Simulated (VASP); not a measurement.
Input:

```xyz
2
Lattice="2.8766 0.0000 0.0000 -1.4383 2.4912 0.0000 0.0000 0.0000 3.8991" Properties=species:S:1:pos:R:3 pbc="T T T"
V      0.0000     0.0000     0.0000
Ge     1.4383     0.8304     1.9495
```

These are PBEsol GGA, VASP's PBE PAW potentials (set 64) (plane waves; VASP) values and carry that method's errors. Settings: 400 eV cut-off, Gaussian smearing of 0.050 eV, potentials V_sv Ge_d.

### Question
Give the energies of bands 10 to 16 at the high-symmetry points, in eV from the Fermi level.

### Answer

| band | Γ | M | K | A | L | H |
|---|---|---|---|---|---|---|
| 10 | -12.91 | -7.79 | -6.68 | -11.77 | -7.77 | -6.77 |
| 11 | -2.71 | -6.08 | -4.54 | -6.85 | -5.06 | -4.39 |
| 12 | -2.31 | -2.91 | -3.86 | -0.70 | -3.35 | -2.79 |
| 13 | -0.03 | -1.80 | -2.30 | 0.17 | -0.76 | -2.76 |
| 14 | -0.03 | 0.73 | -0.75 | 0.17 | -0.36 | -0.77 |
| 15 | 1.22 | 2.38 | 1.13 | 0.90 | 0.48 | 0.60 |
| 16 | 1.22 | 3.02 | 1.17 | 0.90 | 2.41 | 2.77 |

It has no gap at this level: it comes out as a metal or semimetal.

The structure was generated: VGe was put into the WC type (P-6m2), which need not be its known phase. It was relaxed first, which changed the volume by -14 %. The run is not spin-polarised, so no magnetic state was tried. The electron count is odd and the run is not spin-polarised, which forces a metal.
